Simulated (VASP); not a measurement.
FeO, 2 atoms in the cell. It takes space group Fm-3m (No. 225, cubic). The conventional cell has a = 4.311 Å, b = 4.311 Å, c = 4.311 Å, α = 90.00°, β = 90.00°, γ = 90.00°. Fe (site symmetry m-3m) has 6 O at 2.16 Å as nearest neighbours. O (site symmetry m-3m) has 6 Fe at 2.16 Å as nearest neighbours. 

* Program: VASP 6.6.1
* Task: single point
* Functional: r2SCAN
* Potentials or basis: VASP PAW PBE potentials, release 64 (Fe, O)
* Cutoff: 520 eV
* k mesh: 8 × 8 × 8
* Occupations: gaussian, width 0.05 eV
* Spin: collinear spin, ferromagnetic start
* Starting moments: [3.0, 0.0] μB
* Fixed moment: 1 μB
* Hubbard terms: Fe d U = 4 eV
* Further INCAR settings: ALGO = Normal; EDIFF = 1e-06; NBANDS = 18

Potentials or basis: VASP PAW PBE potentials, release 64 (Fe, O).

Command:

```bash
$ cat potpaw_PBE.64/Fe/POTCAR potpaw_PBE.64/O/POTCAR > POTCAR
$ mpirun -np 1 vasp_std > vasp.out
```

Hardware: 1 thread of Intel(R) Xeon(R) 6975P-C (Granite Rapids) (shared host).

Q: Estimate the wall time of this run.

A: It took 31 s on 1 thread of Intel(R) Xeon(R) 6975P-C (Granite Rapids), on a shared host, peak memory 0.16 GiB. Counts: scf iterations 16, k points 29.
